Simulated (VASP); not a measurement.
Computed with PBE GGA + U (Dudarev), VASP's PBE PAW potentials (set 64) (plane waves; VASP).

A VASP calculation is set up with these files.

### KPOINTS
```
Automatic mesh
0
gamma
 11 11 11
```

### INCAR
```
ALGO  =  Normal
EDIFF  =  1E-6
ENCUT  =  400
GGA  =  PE
ISIF  =  2
ISMEAR  =  1
LASPH  =  .TRUE.
LCHARG  =  .FALSE.
LDAU  =  .TRUE.
LDAUJ  =  0 0
LDAUL  =  -1 2
LDAUPRINT  =  1
LDAUTYPE  =  2
LDAUU  =  0 5.0
LMAXMIX  =  2
LORBIT  =  10
LREAL  =  .FALSE.
LWAVE  =  .FALSE.
NELM  =  100
PREC  =  Accurate
SIGMA  =  0.1
SYSTEM  =  CoAl
```

**POSCAR**
```
CoAl
1
    2.8600000000     0.0000000000     0.0000000000
    0.0000000000     2.8600000000     0.0000000000
    0.0000000000     0.0000000000     2.8600000000
Al Co
1 1
Direct
  0.5000000000   0.5000000000   0.5000000000
  0.0000000000   0.0000000000   0.0000000000
```

POTCAR, in this order: Al Co (PBE.64 set). Program: vasp_std.

The resulting files:

OUTCAR:
```
 ion  position               nearest neighbor table
   1  0.500  0.500  0.500-   2 2.48   2 2.48   2 2.48   2 2.48   2 2.48   2 2.48   2 2.48   2 2.48
  LATTYP: Found a simple cubic cell.
 ALAT       =     2.8600000000
 Subroutine PRICEL returns:
 Original cell was already a primitive cell.
 Subroutine GETGRP returns: Found 48 space group operations
The static configuration has the point symmetry O_h .
The dynamic configuration has the point symmetry O_h .
 Subroutine INISYM returns: Found 48 space group operations
 Subroutine IBZKPT returns following result:
 Found     56 irreducible k-points:

 Following reciprocal coordinates:
            Coordinates               Weight
  0.000000  0.000000  0.000000      1.000000
  0.090909  0.000000  0.000000      6.000000
  0.181818  0.000000  0.000000      6.000000
  0.272727  0.000000  0.000000      6.000000
  0.363636  0.000000  0.000000      6.000000
  0.454545  0.000000  0.000000      6.000000
  0.090909  0.090909  0.000000     12.000000
  0.181818  0.090909  0.000000     24.000000
  0.272727  0.090909  0.000000     24.000000
  0.363636  0.090909  0.000000     24.000000
  0.454545  0.090909  0.000000     24.000000
  0.181818  0.181818  0.000000     12.000000
  0.272727  0.181818  0.000000     24.000000
  0.363636  0.181818  0.000000     24.000000
  0.454545  0.181818  0.000000     24.000000
  0.272727  0.272727  0.000000     12.000000
  0.363636  0.272727  0.000000     24.000000
  0.454545  0.272727  0.000000     24.000000
  0.363636  0.363636  0.000000     12.000000
  0.454545  0.363636  0.000000     24.000000
  0.454545  0.454545  0.000000     12.000000
  0.090909  0.090909  0.090909      8.000000
  0.181818  0.090909  0.090909     24.000000
  0.272727  0.090909  0.090909     24.000000
  0.363636  0.090909  0.090909     24.000000
  0.454545  0.090909  0.090909     24.000000
  0.181818  0.181818  0.090909     24.000000
  0.272727  0.181818  0.090909     48.000000
  0.363636  0.181818  0.090909     48.000000
  0.454545  0.181818  0.090909     48.000000
  0.272727  0.272727  0.090909     24.000000
  0.363636  0.272727  0.090909     48.000000
  0.454545  0.272727  0.090909     48.000000
  0.363636  0.363636  0.090909     24.000000
  0.454545  0.363636  0.090909     48.000000
  0.454545  0.454545  0.090909     24.000000
  0.181818  0.181818  0.181818      8.000000
  0.272727  0.181818  0.181818     24.000000
  0.363636  0.181818  0.181818     24.000000
  0.454545  0.181818  0.181818     24.000000
   k-points           NKPTS =     56   k-points in BZ     NKDIM =     56   number of bands    NBANDS=     10
   number of dos      NEDOS =    301   number of ions     NIONS =      2
   total plane-waves  NPLWV =   8000
   dimension x,y,z NGX =    20 NGY =   20 NGZ =   20
   dimension x,y,z NGXF=    40 NGYF=   40 NGZF=   40
   ions per type =               1   1
   PREC   = accura    normal or accurate (medium, high low for compatibility)
   ISTART =      0    job   : 0-new  1-cont  2-samecut
   ICHARG =      2    charge: 1-file 2-atom 10-const
   ISPIN  =      1    spin polarized calculation?
   LNONCOLLINEAR =      F non collinear calculations
   LSORBIT =      F    spin-orbit coupling
   INIWAV =      1    electr: 0-lowe 1-rand  2-diag
   ENCUT  =  400.0 eV  29.40 Ry    5.42 a.u.   4.66  4.66  4.66*2*pi/ulx,y,z
   NELM   =    100;   NELMIN=  2; NELMDL= -5     # of ELM steps
   EDIFF  = 0.1E-05   stopping-criterion for ELM
   LREAL  =      F    real-space projection
   NLSPLINE    = F    spline interpolate recip. space projectors
   LMAXMIX     =    2 max onsite mixed and CHGCAR
   VOSKOWN=      0    Vosko Wilk Nusair interpolation
...
```

**OSZICAR**
```
       N       E                     dE             d eps       ncg     rms          rms(c)
DAV:   1     0.354199710068E+02    0.35420E+02   -0.46442E+03  1152   0.102E+03
DAV:   2    -0.718194317377E+01   -0.42602E+02   -0.40189E+02  1136   0.172E+02
DAV:   3    -0.827218395282E+01   -0.10902E+01   -0.10855E+01  1326   0.378E+01
DAV:   4    -0.828802277789E+01   -0.15839E-01   -0.15835E-01  1362   0.405E+00
DAV:   5    -0.828847669151E+01   -0.45391E-03   -0.45391E-03  1288   0.657E-01    0.982E+00
DAV:   6    -0.938488040733E+01   -0.10964E+01   -0.29501E+01  1262   0.873E+01    0.101E+01
DAV:   7    -0.767920682615E+01    0.17057E+01   -0.12962E+01  1238   0.567E+01    0.183E+00
DAV:   8    -0.772469595949E+01   -0.45489E-01   -0.21068E-01  1456   0.578E+00    0.962E-01
DAV:   9    -0.772371480601E+01    0.98115E-03   -0.53663E-02  1372   0.387E+00    0.239E-01
DAV:  10    -0.772385944136E+01   -0.14464E-03   -0.58290E-03  1260   0.109E+00    0.109E-01
DAV:  11    -0.772383347487E+01    0.25966E-04   -0.10526E-03  1262   0.584E-01    0.200E-02
DAV:  12    -0.772383167202E+01    0.18028E-05   -0.43773E-05  1496   0.944E-02    0.111E-02
DAV:  13    -0.772383200484E+01   -0.33282E-06   -0.11364E-06   636   0.198E-02
   1 F= -.77238320E+01 E0= -.77239838E+01  d E =0.455450E-03
```

**OUTCAR**
```
------------------------ aborting loop because EDIFF is reached ----------------------------------------
  FORCE on cell =-STRESS in cart. coord.  units (eV):
  Direction    XX          YY          ZZ          XY          YZ          ZX
  --------------------------------------------------------------------------------------
  Total       -1.2567577     -1.2567577     -1.2567577      0.0000000     -0.0000000      0.0000000
  in kB      -86.0724256    -86.0724256    -86.0724256      0.0000000     -0.0000000      0.0000000
  external PRESSURE =     -86.0724256 kB  Pullay stress =       0.0000000 kB
  volume of cell :       23.39
      direct lattice vectors                 reciprocal lattice vectors
     2.860000000  0.000000000  0.000000000     0.349650350  0.000000000  0.000000000
     0.000000000  2.860000000  0.000000000     0.000000000  0.349650350  0.000000000
     0.000000000  0.000000000  2.860000000     0.000000000  0.000000000  0.349650350
 POSITION                                       TOTAL-FORCE (eV/Angst)
 -----------------------------------------------------------------------------------
      1.43000      1.43000      1.43000         0.000000      0.000000      0.000000
      0.00000      0.00000      0.00000         0.000000      0.000000      0.000000
 -----------------------------------------------------------------------------------
    total drift:                               -0.000000      0.000000     -0.000000
  FREE ENERGIE OF THE ION-ELECTRON SYSTEM (eV)
  ---------------------------------------------------
  free  energy   TOTEN  =        -7.7238320048 eV

  energy  without entropy=       -7.7242874546  energy(sigma->0) =       -7.72398382

 total charge

# of ion       s       p       d       tot
------------------------------------------
    1        0.389   0.406   0.000   0.795
    2        0.415   0.498   7.658   8.571
--------------------------------------------------
tot          0.804   0.904   7.658   9.366
```
(Selected blocks of OUTCAR.)

The compound is CoAl in the CsCl type structure. The cell was not relaxed at this level. The run is one of a series of settings (LDAU = .TRUE., LDAUJ = 0 0, LDAUL = -1 2, LDAUTYPE = 2, LDAUU = 0 5.0, LMAXMIX = 2 against the base run), some of them coarse on purpose. The run is not spin-polarised, so no magnetic state was tried.
